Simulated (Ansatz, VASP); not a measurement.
## Cross-check of CCl3 (CCl3 (Pnma)) between VASP and Ansatz

One calculation is typed for both programs; each brings its own data sets. How far apart do they land? Of the first pair: The structure shown is the start of the Ansatz relaxation below; VASP solves that cell, so the two are compared at the walk's first step.

Main program and level: Ansatz 0.2.0; plane waves, with VASP 6.6.1 beside it; single point at r2SCAN.

## Step 1: The starting structure

Symmetry: Pnma, No. 62, orthorhombic system. Conventional cell: a = 11.482 Å, b = 10.161 Å, c = 6.489 Å, α = 90.00°, β = 90.00°, γ = 90.00°. C has 1 C at 1.59 Å and 3 Cl at 1.77 Å nearest. Nearest to Cl lie 1 C at 1.77 Å. Cl has 1 C at 1.77 Å nearest. Farther neighbours and most contacts between anions are not listed.

## Step 2: Ansatz: relaxation, r2SCAN

Ansatz runs on its PAW soft_1 files.

The two programs are compared at the cell with which this relaxation starts, whose forces are those of its first step.

The input, input.yaml:

```yaml
crystal:
  lattice:
    - [11.4815619, 0.0, 0.0]
    - [0.0, 10.1607686, 0.0]
    - [0.0, 0.0, 6.4888878]
  atoms:
    - { symbol: C, position: [0.38924527, 0.75, 0.78495226] }
    - { symbol: C, position: [0.61075473, 0.25, 0.21504774] }
    - { symbol: C, position: [0.11075473, 0.25, 0.28495226] }
    - { symbol: C, position: [0.88924527, 0.75, 0.71504774] }
    - { symbol: C, position: [0.35905884, 0.75, 0.02386482] }
    - { symbol: C, position: [0.64094116, 0.25, 0.97613518] }
    - { symbol: C, position: [0.14094116, 0.25, 0.52386482] }
    - { symbol: C, position: [0.85905884, 0.75, 0.47613518] }
    - { symbol: Cl, position: [0.27716046, 0.60794112, 0.08500201] }
    - { symbol: Cl, position: [0.72283954, 0.39205888, 0.91499799] }
    - { symbol: Cl, position: [0.22283954, 0.39205888, 0.58500201] }
    - { symbol: Cl, position: [0.72283954, 0.10794112, 0.91499799] }
    - { symbol: Cl, position: [0.77716046, 0.60794112, 0.41499799] }
    - { symbol: Cl, position: [0.27716046, 0.89205888, 0.08500201] }
    - { symbol: Cl, position: [0.77716046, 0.89205888, 0.41499799] }
    - { symbol: Cl, position: [0.22283954, 0.10794112, 0.58500201] }
    - { symbol: Cl, position: [0.47105463, 0.60762938, 0.72499174] }
    - { symbol: Cl, position: [0.52894537, 0.39237062, 0.27500826] }
    - { symbol: Cl, position: [0.02894537, 0.39237062, 0.22499174] }
    - { symbol: Cl, position: [0.52894537, 0.10762938, 0.27500826] }
    - { symbol: Cl, position: [0.97105463, 0.60762938, 0.77500826] }
    - { symbol: Cl, position: [0.47105463, 0.89237062, 0.72499174] }
    - { symbol: Cl, position: [0.97105463, 0.89237062, 0.77500826] }
    - { symbol: Cl, position: [0.02894537, 0.10762938, 0.22499174] }
    - { symbol: Cl, position: [0.48993915, 0.75, 0.16853297] }
    - { symbol: Cl, position: [0.51006085, 0.25, 0.83146703] }
    - { symbol: Cl, position: [0.01006085, 0.25, 0.66853297] }
    - { symbol: Cl, position: [0.98993915, 0.75, 0.33146703] }
    - { symbol: Cl, position: [0.25898113, 0.75, 0.64038172] }
    - { symbol: Cl, position: [0.74101887, 0.25, 0.35961828] }
    - { symbol: Cl, position: [0.24101887, 0.25, 0.14038172] }
    - { symbol: Cl, position: [0.75898113, 0.75, 0.85961828] }
basis:
  ecutwfc: 500
  xc_grid: 2
hamiltonian:
  xc: r2scan
  pseudopotentials: { kind: paw, azcp: { folder: soft_1 } }
kpoints:
  mp_grid: { grid: [3, 3, 4] }
scf:
  occupations: { method: fermi_dirac, width: 0.01 }
  max_iter: 150
output:
  forces: true
  stress: true
relax:
  f_tol: 0.01
  max_steps: 60
  cell: {}
checkpoint:
  write: "../r2scan.run"
  compress: false
  write_wavefunctions: false
  write_every: 100000
```

On the command line:

```sh
$ ansatz run input.yaml --threads 4 --pin off --max-ram 6594MiB --backend cpu --events-out ev --progress --plain --runs-dir out
```

Numbers of over 12 decimals in the logs are rounded to 6 here.

Output:

```text
Engine: ansatz 0.2.0, aarch64-unknown-linux-gnu
Pseudopotentials: kind: paw
Pseudopotential: C, paw, valence charge 4, recommended cutoff 500 eV (meta_gga), soft_1/C.paw.azcp
Pseudopotential: Cl, paw, valence charge 7, recommended cutoff 500 eV (meta_gga), soft_1/Cl.paw.azcp
Functional definition: r2SCAN
  parameter k0 = 0.174
  parameter k1 = 0.065
  parameter a1 = 4.9479
  exchange = r2scan_x(k0 = k0, k1 = k1, a1 = a1)
  correlation = r2scan_c
Crystal: 32 atoms, lattice volume = 757.003 Å³
Basis set: ecut = 500 eV, 19191 PW (Γ), exchange–correlation on 180×150×96 points (8 copies of the dense FFT grid, shifted against one another)
Bands: 132, of which v1, the nominal top of the filled ones, is band 100 counted from 1 (99 counted from 0)
Symmetry: 8 space group operations
Space group: Pnma (ITA 62), of the structure as read, at distance tolerance 9.1e-5 Å
k-points: 12 of 36
Non-local potential: C, projectors of the file, l = 0: 2, l = 1: 2, l = 2: 1
Non-local potential: Cl, projectors of the file, l = 0: 2, l = 1: 2, l = 2: 1
PAW form: soft (Blöchl's): semilocal exchange-correlation on the pseudo side does not see the compensation charge
PAW frozen core: C, regenerated for the run's functional (the file was generated under x = pbe(κ = 0.804, μ = 0.219515), c = pbe(β = 0.066725))
PAW frozen core: Cl, regenerated for the run's functional (the file was generated under x = pbe(κ = 0.804, μ = 0.219515), c = pbe(β = 0.066725))
PAW one-centre angular grid: C, 302 points (default); XC on 219 of its mesh's 2255 points in the sphere
PAW one-centre angular grid: Cl, 302 points (default); XC on 160 Gauss nodes
Initial density: superposition of atomic densities (chi_scale 0.1, normalization cell, long waves kept (reshape's long-wave potential 0.11 eV rms))
Initial wavefunctions: pseudopotential atomic-orbital guess
Functional: x = r2scan, c = r2scan; τ floored in thin density (d = 2e-4 eV/Å³)
SCF iter   1: F=—  HF=-28026.923194 eV  |F-HF|=—  |Δ(HF+E_count)|=         —  Δρ=4.70e-2  dr2=1.35e1  dr2_τ=1.96e0  ethr=3.10e-3  ⟨swp⟩=6.2  Hψ=7113  notcnv=0  defer=78
preconditioner: auto → Resta (q_TF=auto, 2.185 Å⁻¹)  ε∞=3.2  [insulator: Δε(μ)=4.944 eV  Ē_g=13.005 eV  σ=0.010 eV  W_gap=1.00  n_scr=136 (ndim 8)  ℏωp=19.1 eV  f_vac=0.068  D(μ)=0.00/eV (n_scr^D=0)  ε∞_Penn≈3.2]
SCF iter   2: F=—  HF=-28025.166415 eV  |F-HF|=—  |Δ(HF+E_count)|=    1.76e0  Δρ=2.25e-2  dr2=1.94e0  dr2_τ=1.20e-1  ethr=3.10e-3  ⟨swp⟩=4.0  Hψ=2960  notcnv=0  defer=295
SCF iter   3: F=—  HF=-28025.016076 eV  |F-HF|=—  |Δ(HF+E_count)|=   1.50e-1  Δρ=7.50e-3  dr2=2.56e-1  dr2_τ=3.11e-2  ethr=9.69e-4  ⟨swp⟩=3.3  Hψ=2218  notcnv=0  defer=103
automatic band count: iteration 3 solves 116 bands in place of 132: the levels show a gap, and the empty bands left out lie too high to hold charge; the band table lists the bands solved (type scf.n_extra_bands for more)
SCF iter   4: F=—  HF=-28025.056346 eV  |F-HF|=—  |Δ(HF+E_count)|=   4.03e-2  Δρ=9.84e-4  dr2=6.28e-3  dr2_τ=3.97e-4  ethr=1.28e-4  ⟨swp⟩=3.2  Hψ=2272  notcnv=0  defer=103
SCF iter   5: F=—  HF=-28025.063249 eV  |F-HF|=—  |Δ(HF+E_count)|=   6.90e-3  Δρ=2.58e-4  dr2=3.55e-4  dr2_τ=2.63e-5  ethr=3.14e-6  ⟨swp⟩=2.9  Hψ=2598  notcnv=0  defer=103
SCF iter   6: F=—  HF=-28025.063707 eV  |F-HF|=—  |Δ(HF+E_count)|=   4.58e-4  Δρ=3.42e-5  dr2=1.42e-5  dr2_τ=9.73e-7  ethr=1.78e-7  ⟨swp⟩=2.0  Hψ=2238  notcnv=0  defer=103
SCF iter   7: F=—  HF=-28025.063484 eV  |F-HF|=—  |Δ(HF+E_count)|=   2.23e-4  Δρ=1.24e-5  dr2=1.56e-6  dr2_τ=1.32e-7  ethr=7.08e-9  ⟨swp⟩=2.2  Hψ=2642  notcnv=0  defer=103
SCF iter   8: F=—  HF=-28025.063485 eV  |F-HF|=—  |Δ(HF+E_count)|=   8.99e-7  Δρ=8.26e-6  dr2=6.35e-7  dr2_τ=6.91e-8  ethr=7.79e-10  ⟨swp⟩=2.9  Hψ=2533  notcnv=0  defer=103
SCF iter   9: F=-28025.063485 eV  HF=-28025.063485 eV  |F-HF|=8.35e-9  |Δ(HF+E_count)|=   1.09e-7  Δρ=1.39e-6  dr2=1.55e-8  dr2_τ=9.24e-10  ethr=5.00e-11  ⟨swp⟩=4.0  Hψ=6425  notcnv=0
SCF 1 converged in 9 iterations: F = -28025.063485 eV  dr2 = 1.55e-8
  greatest PAW one-centre occupation: 0.920 electrons in one spin orbital (limit 2), on the Cl atom at site 31 (counted from 0), in its partial waves of l = 0
relax step   1: F+E_penalty+E_count = -28025.06348478 eV  Δ(F+E_penalty+E_count) = +0.000e0 eV  max|allowed force component| = 9.645e-2 eV/Å  Δτ_max = 0.0000 Å  P = +0.333 GPa  Ω = 757.003 Å³  (9 SCF iters, dr2 threshold 1.00e-7 eV, accepted)
[...]
relax step   4: F+E_penalty+E_count = -28025.07122571 eV  Δ(F+E_penalty+E_count) = -2.043e-4 eV  max|allowed force component| = 8.804e-3 eV/Å  Δτ_max = 0.0143 Å  P = -0.026 GPa  Ω = 766.569 Å³  energy of the carried Pulay correction = -5.672e-4 eV  (6 SCF iters, dr2 threshold 6.11e-8 eV, accepted)
[...]
relax step   5: F+E_penalty+E_count = -28025.07176299 eV  Δ(F+E_penalty+E_count) = -5.373e-4 eV  max|allowed force component| = 8.838e-3 eV/Å  Δτ_max = 0.0000 Å  P = -0.026 GPa  Ω = 766.569 Å³  stress off target by 4.75e-2 GPa  SCF on the basis re-selected at this cell (its energy is not comparable with the rows above)  (8 SCF iters)
basis re-selected at this cell: Δ(F+E_penalty+E_count) = -5.373e-4 eV, ΔP = -0.000 GPa vs the last step (what re-selecting the basis moved, of the pressure what is left beyond the Pulay correction that the steps carried, after the strain that the cell walked since its last selection, with what the two solves' SCF thresholds leave and, on support functions, any second-order correction that the steps lacked; it is no m [...]
SCF converged after 8 iterations
Free energy (F): -28025.071763 eV
Harris-Foulkes:  -28025.071763 eV  (|F-HF|=5.82e-11)
Internal energy: -28025.071763 eV  (E = F + TS)
E sigma→0 (E₀):  -28025.071763 eV
Fermi energy:    2.838308 eV
--- Per-component energies (eV) ---
  E_band       = -1179.534190
  E_kinetic    = 4324.676127
  E_local      = -9585.134559  (includes V_loc(G=0)·N_el)
  E_nonlocal   = 928.589694
  E_hartree    = 3310.622428
  E_xc         = -2835.562457
  E_vxc        = -3548.576725  (∫ρ·V_xc dr)
  E_paw        = -16817.160909  (= ΣΔE_a)
  E_vpaw       = -109.216774  (= ΣTr[D̂ρ^β])
  E_aug_tail   = 0.000452  (compensation charges beyond the density's cutoff)
  E_vtau       = 188.882551  (kinetic-family band-sum trace: ∫τ·v_τ [+ j·A + Jᵃ·Aᵃ] dr)
  E_ewald      = -7347.630589
  E_core_change = -3.471951  (= ΣΔE_core)
  E_smearing   = -0.000000  (= −TS)
  E_closure    = -0.000000  (closes the sum)
  Σ components = -28025.071763   (vs F -28025.071763, Δ=0.00e0)
--- Forces (eV/Å), atoms counted from 1 ---
  atom   1  C     -0.00088893     0.00000000     0.00367343
  atom   2  C      0.00088893    -0.00000000    -0.00367343
  atom   3  C      0.00088893     0.00000000     0.00367343
  atom   4  C     -0.00088893    -0.00000000    -0.00367343
  atom   5  C     -0.00110949    -0.00000000    -0.00369889
  atom   6  C      0.00110949     0.00000000     0.00369889
  atom   7  C      0.00110949    -0.00000000    -0.00369889
  atom   8  C     -0.00110949     0.00000000     0.00369889
  atom   9  Cl     0.00224977     0.00183256    -0.00493401
  atom  10  Cl    -0.00224977    -0.00183256     0.00493401
  atom  11  Cl    -0.00224977    -0.00183256    -0.00493401
  atom  12  Cl    -0.00224977     0.00183256     0.00493401
  atom  13  Cl     0.00224977     0.00183256     0.00493401
  atom  14  Cl     0.00224977    -0.00183256    -0.00493401
  atom  15  Cl     0.00224977    -0.00183256     0.00493401
  atom  16  Cl    -0.00224977     0.00183256    -0.00493401
  atom  17  Cl    -0.00153294     0.00201260     0.00571013
  atom  18  Cl     0.00153294    -0.00201260    -0.00571013
  atom  19  Cl     0.00153294    -0.00201260     0.00571013
  atom  20  Cl     0.00153294     0.00201260    -0.00571013
  atom  21  Cl    -0.00153294     0.00201260    -0.00571013
  atom  22  Cl    -0.00153294    -0.00201260     0.00571013
  atom  23  Cl    -0.00153294    -0.00201260    -0.00571013
  atom  24  Cl     0.00153294     0.00201260     0.00571013
  atom  25  Cl    -0.00316535    -0.00000000    -0.00883769
  atom  26  Cl     0.00316535     0.00000000     0.00883769
  atom  27  Cl     0.00316535    -0.00000000    -0.00883769
  atom  28  Cl    -0.00316535     0.00000000     0.00883769
  atom  29  Cl     0.00329798     0.00000000     0.00772396
  atom  30  Cl    -0.00329798    -0.00000000    -0.00772396
  atom  31  Cl    -0.00329798     0.00000000     0.00772396
  atom  32  Cl     0.00329798    -0.00000000    -0.00772396
  max |Σ_I F_I| component: 8.67e-19 eV/Å
--- Stress (GPa, compression-positive) ---
       -0.016545       0.000000       0.000000
        0.000000      -0.013829      -0.000000
        0.000000      -0.000000      -0.047543
  P = ⅓ Tr σ = -0.0260 GPa (-0.260 kbar)
--- Relaxed structure (4 steps of the walk, 4 accepted, 1 SCFs on fresh bases) ---
  F+E_penalty+E_count = -28025.07176299 eV   max|allowed force component| = 8.838e-3 eV/Å   (the final SCF, on the basis selected at the relaxed cell)
  cell:  # Å, volume = 766.5693 Å³
    - [11.525832, 0, 0]
    - [0, 10.242676, 0]
    - [0, 0, 6.493303]
  atoms:
    - { symbol: C, position: [0.388850, 0.75, 0.791834] }
    - { symbol: C, position: [0.611150, 0.25, 0.208166] }
    - { symbol: C, position: [0.111150, 0.25, 0.291834] }
    - { symbol: C, position: [0.888850, 0.75, 0.708166] }
    - { symbol: C, position: [0.357790, 0.75, 0.029863] }
    - { symbol: C, position: [0.642210, 0.25, 0.970137] }
    - { symbol: C, position: [0.142210, 0.25, 0.529863] }
    - { symbol: C, position: [0.857790, 0.75, 0.470137] }
    - { symbol: Cl, position: [0.275738, 0.608806, 0.090335] }
    - { symbol: Cl, position: [0.724262, 0.391194, 0.909665] }
    - { symbol: Cl, position: [0.224262, 0.391194, 0.590335] }
    - { symbol: Cl, position: [0.724262, 0.108806, 0.909665] }
    - { symbol: Cl, position: [0.775738, 0.608806, 0.409665] }
    - { symbol: Cl, position: [0.275738, 0.891194, 0.090335] }
    - { symbol: Cl, position: [0.775738, 0.891194, 0.409665] }
    - { symbol: Cl, position: [0.224262, 0.108806, 0.590335] }
    - { symbol: Cl, position: [0.470784, 0.608461, 0.732592] }
    - { symbol: Cl, position: [0.529216, 0.391539, 0.267408] }
    - { symbol: Cl, position: [0.029216, 0.391539, 0.232592] }
    - { symbol: Cl, position: [0.529216, 0.108461, 0.267408] }
    - { symbol: Cl, position: [0.970784, 0.608461, 0.767408] }
    - { symbol: Cl, position: [0.470784, 0.891539, 0.732592] }
    - { symbol: Cl, position: [0.970784, 0.891539, 0.767408] }
    - { symbol: Cl, position: [0.029216, 0.108461, 0.232592] }
    - { symbol: Cl, position: [0.487746, 0.75, 0.176816] }
    - { symbol: Cl, position: [0.512254, 0.25, 0.823184] }
    - { symbol: Cl, position: [0.012254, 0.25, 0.676816] }
    - { symbol: Cl, position: [0.987746, 0.75, 0.323184] }
    - { symbol: Cl, position: [0.259536, 0.75, 0.644872] }
    - { symbol: Cl, position: [0.740464, 0.25, 0.355128] }
    - { symbol: Cl, position: [0.240464, 0.25, 0.144872] }
    - { symbol: Cl, position: [0.759536, 0.75, 0.855128] }
```

## Step 3: VASP: single point, r2SCAN, start cell, pair 1

The same cell, functional, mesh and smearing now go to VASP, with its own data sets.

Lines of VASP's logs that name or quote its potential files are left out, and so is its time.

The input, INCAR:

```
SYSTEM = CCl3
PREC = Accurate
ENCUT = 580
EDIFF = 1E-06
NELM = 120
ISMEAR = -1
SIGMA = 0.01
LREAL = Auto
ALGO = Normal
METAGGA = R2SCAN
LASPH = .TRUE.
NBANDS = 124
LORBIT = 11
LWAVE = .FALSE.
LCHARG = .FALSE.
ISIF = 2
GGA_COMPAT = .FALSE.
EFERMI = MIDGAP
LMIXTAU = .TRUE.
KPAR = 4
```

The input, POSCAR:

```
CCl3
1.0
   11.4815620000      0.0000000000      0.0000000000
    0.0000000000     10.1607690000      0.0000000000
    0.0000000000      0.0000000000      6.4888880000
C Cl
8 24
Direct
    0.3892452961      0.7499999508      0.7849522137
    0.6107547039      0.2499999508      0.2150477863
    0.1107547039      0.2499999508      0.2849522137
    0.8892452961      0.7499999508      0.7150477863
    0.3590588110      0.7499999508      0.0238647978
    0.6409411890      0.2499999508      0.9761352022
    0.1409411890      0.2499999508      0.5238647978
    0.8590588110      0.7499999508      0.4761352022
    0.2771604595      0.6079410673      0.0850020451
    0.7228395405      0.3920588343      0.9149979549
    0.2228395405      0.3920588343      0.5850020451
    0.7228395405      0.1079410673      0.9149979549
    0.7771604595      0.6079410673      0.4149979549
    0.2771604595      0.8920588343      0.0850020451
    0.7771604595      0.8920588343      0.4149979549
    0.2228395405      0.1079410673      0.5850020451
    0.4710546352      0.6076293537      0.7249917089
    0.5289453648      0.3923705479      0.2750082911
    0.0289453648      0.3923705479      0.2249917089
    0.5289453648      0.1076293537      0.2750082911
    0.9710546352      0.6076293537      0.7750082911
    0.4710546352      0.8923705479      0.7249917089
    0.9710546352      0.8923705479      0.7750082911
    0.0289453648      0.1076293537      0.2249917089
    0.4899391738      0.7499999508      0.1685329983
    0.5100608262      0.2499999508      0.8314670017
    0.0100608262      0.2499999508      0.6685329983
    0.9899391738      0.7499999508      0.3314670017
    0.2589811386      0.7499999508      0.6403816802
    0.7410188614      0.2499999508      0.3596183198
    0.2410188614      0.2499999508      0.1403816802
    0.7589811386      0.7499999508      0.8596183198
```

The input, KPOINTS:

```
Automatic mesh
0
Gamma
3 3 4
0 0 0
```

PAW data sets: C and Cl (PBE family, release 64).

On the command line:

```sh
$ mpirun -np 4 vasp_std
```

Output:

```text
[banner, memory and clock lines left out]
running    4 mpi-ranks, on    1 nodes
[...]
|                                                                             |
|               ----> ADVICE to this user running VASP <----                  |
|                                                                             |
|     You enforced a specific xc type in the INCAR file but a different       |
|     [... a line on the potential file left out ...]
|     I HOPE YOU KNOW WHAT YOU ARE DOING!                                     |
|                                                                             |

 LDA part: xc-table for (None), standard interpolation
 POSCAR, INCAR and KPOINTS ok, starting setup
[...]
entering main loop
       N       E                     dE             d eps       ncg     rms          rms(c)
DAV:   1     0.144921610476E+04    0.14492E+04   -0.95922E+04  2976   0.155E+03
DAV:   2    -0.125035943107E+03   -0.15743E+04   -0.15374E+04  3872   0.286E+02
DAV:   3    -0.281362253456E+03   -0.15633E+03   -0.15499E+03  3440   0.101E+02
DAV:   4    -0.285020618116E+03   -0.36584E+01   -0.36289E+01  3696   0.171E+01
[...]
DAV:  23    -0.232132134388E+03    0.17171E-05   -0.79106E-07  1744   0.374E-03    0.888E-04
DAV:  24    -0.232132136495E+03   -0.21068E-05   -0.81746E-07  1728   0.403E-03    0.809E-04
DAV:  25    -0.232132136011E+03    0.48372E-06   -0.10303E-07  1604   0.118E-03
   1 F= -.23213214E+03 E0= -.23213214E+03  d E =0.000000E+00
```

From OUTCAR (step 3):

```text
  Total       -0.1307327      0.0921853     -0.0432067      0.0000000     -0.0000000      0.0000000
  in kB       -0.2766923      0.1951078     -0.0914457      0.0000000     -0.0000000      0.0000000
  external PRESSURE =      -0.0576767 kB  Pullay stress =       0.0000000 kB

 POSITION                                       TOTAL-FORCE (eV/Angst)
 -----------------------------------------------------------------------------------
      4.46914      7.62058      5.09347         0.008945     -0.000000     -0.007195
      7.01242      2.54019      1.39542        -0.008945      0.000000      0.007195
      1.27164      2.54019      1.84902        -0.008945      0.000000     -0.007195
     10.20993      7.62058      4.63986         0.008945      0.000000      0.007195
      4.12256      7.62058      0.15486        -0.009090      0.000000      0.011178
      7.35901      2.54019      6.33403         0.009090     -0.000000     -0.011178
      1.61822      2.54019      3.39930         0.009090      0.000000      0.011178
      9.86334      7.62058      3.08959        -0.009090      0.000000     -0.011178
      3.18223      6.17715      0.55157         0.003625      0.008106      0.000788
      8.29933      3.98362      5.93732        -0.003625     -0.008106     -0.000788
      2.55855      3.98362      3.79601        -0.003625     -0.008106      0.000788
      8.29933      1.09676      5.93732        -0.003625      0.008106     -0.000788
      8.92302      6.17715      2.69288         0.003625      0.008106     -0.000788
      3.18223      9.06400      0.55157         0.003625     -0.008106      0.000788
[...]
-----------------------------------------------------------------------------------
    total drift:                                0.003865      0.006391      0.000000

  FREE ENERGIE OF THE ION-ELECTRON SYSTEM (eV)
  ---------------------------------------------------
  free  energy   TOTEN  =      -232.1321360115 eV

  energy  without entropy=     -232.1321360115  energy(sigma->0) =     -232.13213601

[... 3 further parts left out ...]
[key lines of the parts left out:]
E-fermi :   1.8128
```

The run ends at a pressure of -0.01 GPa, with forces up to 0.014 eV/Å.

## Step 4: Side by side

Known differences besides the potentials themselves: VASP keeps PBE cores, Ansatz makes them for the functional; the cutoff is 500 eV in Ansatz and 580 eV in VASP (PREC = Accurate, projectors in real space). Total energies have different zeros and are not compared.

At this near-relaxed geometry the largest component of a force difference is 104 meV/Å.

[end of part 1 of 2]

[Lines on the potential files, build, host, timing and source positions are cut from VASP's logs without a mark.]

[Logs are printed without paths, hosts, clocks, repeated set-up lines and the standing remarks that a program may print on its own settings, such as how far it seeks lower states.]

[Hosts, paths, dates, database ids (printed as entryN), source tags and the programs' standing remarks are cut or masked in the printed files.]
